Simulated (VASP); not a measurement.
These are r2SCAN+rVV10, VASP's PBE PAW potentials (set 64) (plane waves; VASP 6.6.1) values and carry that method's errors.

VASP input:

KPOINTS_OPT:
```
k-points along high-symmetry lines
10
Line-mode
Reciprocal
  0.000000   0.000000   0.000000 ! GAMMA
  0.500000  -0.500000   0.500000 ! H

  0.500000  -0.500000   0.500000 ! H
  0.000000  -0.000000   0.500000 ! N

  0.000000  -0.000000   0.500000 ! N
  0.000000   0.000000   0.000000 ! GAMMA

  0.000000   0.000000   0.000000 ! GAMMA
  0.250000   0.250000   0.250000 ! P

  0.250000   0.250000   0.250000 ! P
  0.500000  -0.500000   0.500000 ! H

  0.250000   0.250000   0.250000 ! P
  0.000000  -0.000000   0.500000 ! N
```

**KPOINTS**
```
K-points
0
Gamma
 17 17 17
0 0 0
```

**POSCAR**
```
Nb
2.8552490
 -0.5773503499   0.5773503499   0.5773503499
  0.5773503499  -0.5773503499   0.5773503499
  0.5773503499   0.5773503499  -0.5773503499
Nb
1
direct
  0.0000000000   0.0000000000   0.0000000000
```

INCAR:
```
SYSTEM = Nb
PREC = Accurate; ENCUT = 520; LREAL = F
LASPH = T
EDIFF = 1E-7; NELM = 100; ALGO = Normal
LMAXMIX = 4; LMIXTAU = T
ISMEAR = -5
METAGGA = R2SCAN; LUSE_VDW = T; BPARAM = 11.95
CPARAM = 0.0093
ISIF = 2
LWAVE = F; LCHARG = F; LORBIT = 11
NEDOS = 601
```

POTCAR, in this order: Nb_sv (PBE.64 set). Program: vasp_std.

The run wrote:

OUTCAR:
```
 ion  position               nearest neighbor table
   1  0.000  0.000  0.000-
  LATTYP: Found a body centered cubic cell.
 ALAT       =     3.2969580182
 Subroutine PRICEL returns:
 Original cell was already a primitive cell.
 Subroutine GETGRP returns: Found 48 space group operations
The static configuration has the point symmetry O_h .
The dynamic configuration has the point symmetry O_h .
 Subroutine INISYM returns: Found 48 space group operations
 Subroutine IBZKPT returns following result:
 Found    165 irreducible k-points:

 Following reciprocal coordinates:
            Coordinates               Weight
  0.000000  0.000000  0.000000      1.000000
  0.058824  0.000000  0.000000     12.000000
  0.117647  0.000000  0.000000     12.000000
  0.176471  0.000000  0.000000     12.000000
  0.235294  0.000000  0.000000     12.000000
  0.294118  0.000000  0.000000     12.000000
  0.352941  0.000000  0.000000     12.000000
  0.411765  0.000000  0.000000     12.000000
  0.470588  0.000000  0.000000     12.000000
  0.058824  0.058824  0.000000     24.000000
...
```

**OSZICAR**
```
       N       E                     dE             d eps       ncg     rms          rms(c)
DAV:   1     0.983359870878E+02    0.98336E+02   -0.76734E+03  3308   0.133E+03
DAV:   2    -0.254143188475E+02   -0.12375E+03   -0.12089E+03  3620   0.460E+02
DAV:   3    -0.310491120289E+02   -0.56348E+01   -0.54293E+01  5014   0.815E+01
DAV:   4    -0.313814893555E+02   -0.33238E+00   -0.32967E+00  4780   0.176E+01
DAV:   5    -0.313953305621E+02   -0.13841E-01   -0.13811E-01  5132   0.272E+00    0.106E+01
DAV:   6    -0.238256765247E+02    0.75697E+01   -0.45422E+00  4878   0.319E+01    0.126E+00
DAV:   7    -0.248592117851E+02   -0.10335E+01   -0.33134E-01  4190   0.669E+00    0.119E+00
DAV:   8    -0.242634170968E+02    0.59579E+00   -0.60090E-01  5052   0.104E+01    0.132E+00
DAV:   9    -0.246222935505E+02   -0.35888E+00   -0.37092E-01  3744   0.635E+00    0.593E-01
DAV:  10    -0.246287804959E+02   -0.64869E-02   -0.14378E-02  4522   0.127E+00    0.151E-01
DAV:  11    -0.246294875382E+02   -0.70704E-03   -0.54619E-03  3460   0.117E+00    0.100E-01
DAV:  12    -0.246307899228E+02   -0.13024E-02   -0.20927E-03  3394   0.654E-01    0.767E-02
DAV:  13    -0.246310864928E+02   -0.29657E-03   -0.14397E-04  4770   0.154E-01    0.375E-02
DAV:  14    -0.246310559252E+02    0.30568E-04   -0.50585E-05  4014   0.868E-02    0.270E-02
DAV:  15    -0.246310911676E+02   -0.35242E-04   -0.44204E-05  5242   0.932E-02    0.180E-02
DAV:  16    -0.246310880535E+02    0.31141E-05   -0.12973E-05  5152   0.437E-02    0.520E-03
DAV:  17    -0.246310883195E+02   -0.26601E-06   -0.82167E-07  4980   0.137E-02    0.132E-03
DAV:  18    -0.246310875041E+02    0.81542E-06   -0.99656E-08  1856   0.498E-03    0.131E-03
DAV:  19    -0.246310877694E+02   -0.26536E-06   -0.90604E-08  1806   0.530E-03    0.663E-04
DAV:  20    -0.246310877336E+02    0.35885E-07   -0.32407E-08  1792   0.180E-03
   1 F= -.24631088E+02 E0= -.24631088E+02  d E =0.000000E+00
       N       E                     dE             ncg
```

File OUTCAR:
```
------------------------ aborting loop because EDIFF is reached ----------------------------------------
  FORCE on cell =-STRESS in cart. coord.  units (eV):
  Direction    XX          YY          ZZ          XY          YZ          ZX
  --------------------------------------------------------------------------------------
  Total       -0.0542728     -0.0542728     -0.0542728      0.0000000      0.0000000     -0.0000000
  in kB       -4.8526909     -4.8526909     -4.8526909      0.0000000      0.0000000     -0.0000000
  external PRESSURE =      -4.8526909 kB  Pullay stress =       0.0000000 kB
  volume of cell :       17.92
      direct lattice vectors                 reciprocal lattice vectors
    -1.648479009  1.648479009  1.648479009     0.000000000  0.303309898  0.303309898
     1.648479009 -1.648479009  1.648479009     0.303309898  0.000000000  0.303309898
     1.648479009  1.648479009 -1.648479009     0.303309898  0.303309898  0.000000000
 POSITION                                       TOTAL-FORCE (eV/Angst)
 -----------------------------------------------------------------------------------
      0.00000      0.00000      0.00000         0.000000      0.000000      0.000000
 -----------------------------------------------------------------------------------
    total drift:                               -0.000000      0.000000      0.000000
  FREE ENERGIE OF THE ION-ELECTRON SYSTEM (eV)
  ---------------------------------------------------
  free  energy   TOTEN  =       -24.6310877336 eV

  energy  without entropy=      -24.6310877336  energy(sigma->0) =      -24.63108773

 total charge

# of ion       s       p       d       tot
------------------------------------------
    1        2.222   6.001   2.486  10.709
```
(Selected blocks of OUTCAR.)

For a metal the tetrahedron method with Blöchl corrections gives inexact stress and forces.

The compound is Nb in the bcc structure. It was relaxed first.
